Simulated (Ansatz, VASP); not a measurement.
# KNi: VASP beside Ansatz, part 2 of 2

One calculation is typed for both programs; each brings its own data sets and cutoff. How far apart do they land? The cell is invented: other elements were put on sites of a known structure type. It may not be a known or stable phase. The cell is taken from a series of VASP runs on this material, whose earlier steps may have relaxed, scaled or displaced it; both programs get it as it stands.

VASP 6.6.1 and Ansatz 0.2.0.

So far: Starting point; VASP: relaxation of cell and atoms, PBE.

### Step 3. Ansatz: relaxation of cell and atoms, PBE

Level of this step: Ansatz beside VASP: Kohn-Sham DFT, plane waves, PBE (Ansatz).

Ansatz runs on its default PAW (the set named soft_2) files.

The same cell, functional, mesh and smearing now go to Ansatz, which takes its cutoff from its data sets.

File input.yaml:

```yaml
crystal:
  lattice:
    - [2.1239505714, -2.1723302173, 0.0]
    - [2.1239505714, 2.1723302173, 0.0]
    - [0.0, 0.0, 4.9759136914]
  atoms:
    - { symbol: K, position: [0.5, 0.5, 0.5] }
    - { symbol: Ni, position: [0.0, 0.0, 0.0], spin: 1.0 }
hamiltonian:
  xc: pbe
  pseudopotentials: { kind: paw }
magnetization:
  spin_polarized: true
kpoints:
  mp_grid: { grid: [7, 7, 5] }
scf:
  occupations: { method: fermi_dirac, width: 0.05 }
relax:
  f_tol: 0.01
  max_steps: 60
  cell: { stress_tol: 0.05 }
output:
  forces: true
  stress: true
```

On the command line:

```sh
ansatz run input.yaml --threads 4 --pin off --max-ram 9216MiB --backend cpu --events-out ev --progress --plain --runs-dir out
```

Numbers of over 12 decimals in the logs are rounded to 6 here.

The log of the run:

```text
Engine: ansatz 0.2.0, aarch64-unknown-linux-gnu
Pseudopotentials: kind: paw
Pseudopotential: K, paw, valence charge 9, recommended cutoff 420 eV (normal), K.paw.azcp
Pseudopotential: Ni, paw, valence charge 18, recommended cutoff 420 eV (normal), Ni.paw.azcp
Functional definition: PBE
  parameter kappa = 0.804
  parameter beta = 0.066725
  exchange = pbe_x(kappa = kappa, mu = beta*pi^2/3)
  correlation = pbe_c(beta = beta)
Crystal: 2 atoms, lattice volume = 45.917 Å³
Basis set: ecut = 420 eV, 865 PW (Γ), exchange–correlation on 48×48×72 points (8 copies of the dense FFT grid, shifted against one another)
Bands: 18, of which v1, the nominal top of the filled ones, is band 14 counted from 1 (13 counted from 0)
Symmetry: 8 space group operations
Space group: Cmmm (ITA 65), of the structure as read, at distance tolerance 3.6e-5 Å
Magnetic group: BNS 65.481 (UNI 579), of the structure as read, at distance tolerance 3.6e-5 Å
k-points: 48 of 245
Non-local potential: K, projectors of the file, l = 0: 3, l = 1: 2, l = 2: 2
Non-local potential: Ni, projectors of the file, l = 0: 3, l = 1: 2, l = 2: 3, l = 3: 1
PAW form: soft (Blöchl's): semilocal exchange-correlation on the pseudo side does not see the compensation charge
PAW one-centre angular grid: K, 110 points (default); XC on 64 Gauss nodes
PAW one-centre angular grid: Ni, 590 points (default); XC on 64 Gauss nodes
Initial density: superposition of atomic densities (chi_scale 0.1, normalization cell, long waves kept (reshape's long-wave potential 0.00 eV rms))
Starting moments: Σ|m| = 1 μB on 1 of 2 sites
Initial wavefunctions: pseudopotential atomic-orbital guess
Functional: x = pbe(κ = 0.804, μ = 0.219515), c = pbe(β = 0.066725)
SCF iter   1: F=—  HF=-7375.554441 eV  |F-HF|=—  |Δ(HF+E_count)|=         —  Δρ=5.49e-2 (↑3.45e-2 ↓5.49e-2)  dr2=3.84e0  dr2_m=8.64e-2  M=1.000 μB ∫|m|=1.152 μB  β_m=0.30  ethr=3.10e-3  ⟨swp⟩=6.3  Hψ=9124  notcnv=0
Mixer restart at iter 1: flushing history
preconditioner: auto → Kerker (q_TF=auto, 2.497 Å⁻¹)  [metal: Δε(μ)=0.006 eV  Ē_g=9.430 eV  σ=0.050 eV  W_gap=0.03  n_scr=14 (ndim 8)  ℏωp=22.6 eV  f_vac=0.000  D(μ)=4.42/eV (n_scr^D=50)]
spin=Collinear: Kerker preconditioning applied to the charge; magnetization (m = ρ↑ − ρ↓) channel mixes plain (no charge-response kernel on spin).
SCF iter   2: F=—  HF=-7374.534516 eV  |F-HF|=—  |Δ(HF+E_count)|=    1.02e0  Δρ=2.17e-2 (↑2.14e-2 ↓2.17e-2)  dr2=4.33e-1  dr2_m=2.54e-2  M=0.903 μB ∫|m|=1.079 μB  β_m=0.28  ethr=3.10e-3  ⟨swp⟩=2.4  Hψ=3569  notcnv=0
SCF iter   3: F=—  HF=-7374.767471 eV  |F-HF|=—  |Δ(HF+E_count)|=   2.33e-1  Δρ=1.62e-2 (↑1.17e-2 ↓1.62e-2)  dr2=2.34e-1  dr2_m=1.62e-2  M=0.871 μB ∫|m|=1.053 μB  β_m=0.52  ethr=1.60e-3  ⟨swp⟩=2.1  Hψ=3144  notcnv=0
SCF iter   4: F=—  HF=-7375.271690 eV  |F-HF|=—  |Δ(HF+E_count)|=         —  Δρ=3.97e-2 (↑6.56e-3 ↓3.97e-2)  dr2=3.97e-1  dr2_m=2.00e-1  M=0.554 μB ∫|m|=0.715 μB  β_m=0.64  ethr=8.67e-4  ⟨swp⟩=2.2  Hψ=2749  notcnv=0
Mixer restart at iter 4: flushing history
SCF iter   5: F=—  HF=-7375.583972 eV  |F-HF|=—  |Δ(HF+E_count)|=   3.12e-1  Δρ=2.50e-2 (↑2.50e-2 ↓5.13e-3)  dr2=1.40e-1  dr2_m=6.59e-2  M=0.497 μB ∫|m|=0.660 μB  β_m=0.64  ethr=8.67e-4  ⟨swp⟩=2.8  Hψ=3775  notcnv=0
SCF iter   6: F=—  HF=-7375.526402 eV  |F-HF|=—  |Δ(HF+E_count)|=   5.76e-2  Δρ=4.13e-2 (↑4.72e-3 ↓4.13e-2)  dr2=5.73e-1  dr2_m=1.77e-1  M=0.303 μB ∫|m|=0.459 μB  β_m=0.14  ethr=5.20e-4  ⟨swp⟩=2.2  Hψ=4123  notcnv=0  recentre
SCF iter   7: F=—  HF=-7375.521648 eV  |F-HF|=—  |Δ(HF+E_count)|=   4.75e-3  Δρ=1.52e-2 (↑1.52e-2 ↓1.00e-2)  dr2=9.66e-3  dr2_m=6.27e-2  M=0.352 μB ∫|m|=0.505 μB  β_m=0.51  ethr=5.20e-4  ⟨swp⟩=2.7  Hψ=3717  notcnv=0
SCF iter   8: F=—  HF=-7375.523969 eV  |F-HF|=—  |Δ(HF+E_count)|=   2.32e-3  Δρ=4.32e-3 (↑4.32e-3 ↓1.69e-3)  dr2=7.13e-3  dr2_m=3.06e-3  M=0.172 μB ∫|m|=0.287 μB  β_m=0.76  ethr=3.58e-5  ⟨swp⟩=2.1  Hψ=3926  notcnv=0
SCF iter   9: F=—  HF=-7375.526427 eV  |F-HF|=—  |Δ(HF+E_count)|=   2.46e-3  Δρ=3.70e-3 (↑1.01e-3 ↓3.70e-3)  dr2=3.97e-3  dr2_m=2.05e-3  M=0.133 μB ∫|m|=0.219 μB  β_m=0.70  ethr=2.64e-5  ⟨swp⟩=1.7  Hψ=2319  notcnv=0
SCF iter  10: F=—  HF=-7375.526164 eV  |F-HF|=—  |Δ(HF+E_count)|=   2.63e-4  Δρ=4.96e-4 (↑3.52e-4 ↓4.96e-4)  dr2=1.93e-4  dr2_m=1.94e-5  M=0.140 μB ∫|m|=0.230 μB  β_m=0.85  ethr=1.47e-5  ⟨swp⟩=2.0  Hψ=2230  notcnv=0
SCF iter  11: F=—  HF=-7375.526201 eV  |F-HF|=—  |Δ(HF+E_count)|=   3.70e-5  Δρ=6.09e-4 (↑9.09e-5 ↓6.09e-4)  dr2=1.10e-4  dr2_m=4.78e-5  M=0.140 μB ∫|m|=0.226 μB  β_m=0.86  ethr=7.15e-7  ⟨swp⟩=1.6  Hψ=2054  notcnv=0
SCF iter  12: F=—  HF=-7375.526198 eV  |F-HF|=—  |Δ(HF+E_count)|=   2.62e-6  Δρ=1.46e-4 (↑7.48e-5 ↓1.46e-4)  dr2=9.34e-6  dr2_m=1.39e-6  M=0.138 μB ∫|m|=0.219 μB  β_m=0.93  ethr=4.08e-7  ⟨swp⟩=2.0  Hψ=2194  notcnv=0
SCF iter  13: F=—  HF=-7375.526172 eV  |F-HF|=—  |Δ(HF+E_count)|=   2.66e-5  Δρ=1.23e-4 (↑6.52e-5 ↓1.23e-4)  dr2=1.86e-6  dr2_m=3.59e-6  M=0.140 μB ∫|m|=0.221 μB  β_m=0.88  ethr=3.46e-8  ⟨swp⟩=2.1  Hψ=2598  notcnv=0
SCF iter  14: F=—  HF=-7375.526172 eV  |F-HF|=—  |Δ(HF+E_count)|=   2.72e-7  Δρ=3.38e-5 (↑1.30e-5 ↓3.38e-5)  dr2=2.21e-7  dr2_m=2.05e-7  M=0.139 μB ∫|m|=0.220 μB  β_m=0.94  ethr=6.90e-9  ⟨swp⟩=1.5  Hψ=2016  notcnv=0
SCF iter  15: F=—  HF=-7375.526172 eV  |F-HF|=—  |Δ(HF+E_count)|=   2.22e-9  Δρ=2.96e-6 (↑2.96e-6 ↓2.46e-6)  dr2=9.89e-9  dr2_m=5.91e-10  M=0.139 μB ∫|m|=0.220 μB  β_m=0.97  ethr=8.20e-10  ⟨swp⟩=1.9  Hψ=2086  notcnv=0
SCF iter  16: F=-7375.526172 eV  HF=-7375.526172 eV  |F-HF|=2.61e-9  |Δ(HF+E_count)|=  5.10e-10  Δρ=1.74e-6 (↑9.44e-7 ↓1.74e-6)  dr2=4.01e-9  dr2_m=9.25e-11  M=0.139 μB ∫|m|=0.220 μB  ethr=3.66e-11  ⟨swp⟩=1.6  Hψ=5238  notcnv=0
SCF 1 converged in 16 iterations: F = -7375.526172 eV  dr2 = 4.01e-9
  greatest PAW one-centre occupation: 1.001 electrons in one spin orbital (limit 2), on the Ni atom at site 1 (counted from 0), in its partial waves of l = 1
relax step   1: F+E_penalty+E_count = -7375.52617211 eV  Δ(F+E_penalty+E_count) = +0.000e0 eV  max|allowed force component| = 1.031e-28 eV/Å  Δτ_max = 0.0000 Å  P = -0.336 GPa  Ω = 45.917 Å³  (16 SCF iters, dr2 threshold 1.00e-7 eV, accepted)
[...]
relax step   2: F+E_penalty+E_count = -7375.52705048 eV  Δ(F+E_penalty+E_count) = -8.784e-4 eV  max|allowed force component| = 1.565e-30 eV/Å  Δτ_max = 0.0000 Å  P = -0.137 GPa  Ω = 45.562 Å³  energy of the carried Pulay correction = +3.222e-5 eV  (8 SCF iters, dr2 threshold 2.00e-7 eV, accepted)
[...]
relax step   3: F+E_penalty+E_count = -7375.52742198 eV  Δ(F+E_penalty+E_count) = -3.715e-4 eV  max|allowed force component| = 1.584e-30 eV/Å  Δτ_max = 0.0000 Å  P = +0.024 GPa  Ω = 45.264 Å³  energy of the carried Pulay correction = +6.046e-5 eV  (8 SCF iters, dr2 threshold 1.61e-7 eV, accepted)
[...]
relax step   4: F+E_penalty+E_count = -7375.52752838 eV  Δ(F+E_penalty+E_count) = -1.064e-4 eV  max|allowed force component| = 1.581e-30 eV/Å  Δτ_max = 0.0000 Å  P = +0.002 GPa  Ω = 45.265 Å³  energy of the carried Pulay correction = +6.173e-5 eV  (10 SCF iters, dr2 threshold 1.93e-8 eV, accepted)
[...]
relax step   5: F+E_penalty+E_count = -7375.52745192 eV  Δ(F+E_penalty+E_count) = +7.645e-5 eV  max|allowed force component| = 1.596e-30 eV/Å  Δτ_max = 0.0000 Å  P = +0.005 GPa  Ω = 45.265 Å³  stress off target by 1.93e-2 GPa  SCF on the basis re-selected at this cell (its energy is not comparable with the rows above)  (11 SCF iters)
basis re-selected at this cell: Δ(F+E_penalty+E_count) = +7.645e-5 eV, ΔP = +0.003 GPa vs the last step (what re-selecting the basis moved, of the pressure what is left beyond the Pulay correction that the steps carried, after the strain that the cell walked since its last selection, with what the two solves' SCF thresholds leave and, on support functions, any second-order correction that the steps lacked; it is no m [...]
SCF converged after 11 iterations
Magnetization: 0.1331 μB (13.5665 up, 13.4335 down)
Absolute magnetization: 0.2117 μB (∫|ρ↑−ρ↓|, with the PAW one-centre terms)
Spin contamination: 0.0054 ħ² per cell (⟨S²⟩ above its minimum at these occupations)
Per-site moments (μB) at R_I (Å): [(-0.00701479, 1.248185), (0.166663, 1.248185)]
Free energy (F): -7375.527452 eV
Harris-Foulkes:  -7375.527452 eV  (|F-HF|=6.37e-12)
Internal energy: -7375.515145 eV  (E = F + TS)
E sigma→0 (E₀):  -7375.521299 eV
Entropy (-TS):   -0.012307 eV (-6.153 meV/atom)
Fermi energy:    8.097916 eV
--- Per-component energies (eV) ---
  E_band       = -520.065968
  E_kinetic    = 538.901861
  E_local      = -5390.333499  (includes V_loc(G=0)·N_el)
  E_nonlocal   = 659.496197
  E_hartree    = 2257.549624
  E_xc         = -217.340671
  E_vxc        = -270.631425  (∫ρ·V_xc dr)
  E_paw        = -2421.514813  (= ΣΔE_a)
  E_vpaw       = -572.598574  (= ΣTr[D̂ρ^β])
  E_aug_tail   = 0.000556  (compensation charges beyond the density's cutoff)
  E_ewald      = -2802.274401
  E_smearing   = -0.012307  (= −TS)
  E_closure    = 0.000000  (closes the sum)
  Σ components = -7375.527452   (vs F -7375.527452, Δ=0.00e0)
--- Forces (eV/Å), atoms counted from 1 ---
  atom   1  K      0.00000000     0.00000000     0.00000000
  atom   2  Ni    -0.00000000     0.00000000     0.00000000
  max |Σ_I F_I| component: 3.12e-30 eV/Å
--- Stress (GPa, compression-positive) ---
        0.019349       0.000000      -0.000000
        0.000000      -0.007975       0.000000
       -0.000000       0.000000       0.003063
  P = ⅓ Tr σ = 0.0048 GPa (0.048 kbar)
--- Relaxed structure (4 steps of the walk, 4 accepted, 1 SCFs on fresh bases) ---
  F+E_penalty+E_count = -7375.52745192 eV   max|allowed force component| = 1.596e-30 eV/Å   (the final SCF, on the basis selected at the relaxed cell)
  cell:  # Å, volume = 45.2651 Å³
    - [2.137695, -2.141578, 0]
    - [2.137695, 2.141578, 0]
    - [0, 0, 4.943722]
  atoms:
    - { symbol: K, position: [0.5, 0.5, 0.500000] }
    - { symbol: Ni, position: [0, 0, 0.0] }
```

Run time: 7.8 s. Hardware: 4 threads of Arm Neoverse V2, shared host; peak memory 0.38 GiB.

### Step 4. Differences

Known differences besides the potentials themselves: both relaxations stop at a tolerance, which leaves soft axes loose, and VASP keeps its plane-wave basis; the data sets hold 27 valence electrons in Ansatz (default PAW (the set named soft_2) files) and 19 in VASP; the cutoff is 420 eV in Ansatz and 400 eV in VASP; VASP leaves aspherical gradient terms in its spheres out (LASPH is not set), Ansatz keeps them; Ansatz adds a Pulay correction to the stress that steers its cell, VASP none; site moments are counted in spheres of each program's own size. Total energies have different zeros and are not compared.

The two programs side by side:

```tsv
quantity	Ansatz	VASP	difference
volume (Å³)	45.27	45.36	-0.20 %
edge a after relaxation, in the typed setting (Å)	3.026	3.030	-0.14 %
edge c after relaxation, in the typed setting (Å)	4.944	4.940	+0.07 %
total moment (μB)	0.13	0.14	-0.01
moment on Ni2 (μB)	0.17	0.17	-0.01
```

The walks stopped with 0.00 GPa left in Ansatz and 0.00 GPa in VASP; each walk ends within a tolerance, so the volume difference is uncertain by about these residues over the bulk modulus, most in soft cells.

### Step 5. What came out

```json
{"difference in volume (relaxation of cell and atoms, PBE)": "-0.20 %"}
```

What this shows: The difference in volume is -0.20 % (relaxation of cell and atoms, PBE), within the 1.2 % picked in this series as the mark of a large difference, as far as the stopping tolerances let one tell. How closely two codes agree says nothing of how well the functional describes the real material.

[Lines on the potential files, build, host, timing and source positions are cut from VASP's logs without a mark.]

[Logs are printed without paths, hosts, clocks, repeated set-up lines and the standing remarks that a program may print on its own settings, such as how far it seeks lower states.]

[Hosts, paths, dates, database ids (printed as entryN), source tags and the programs' standing remarks are cut or masked in the printed files.]
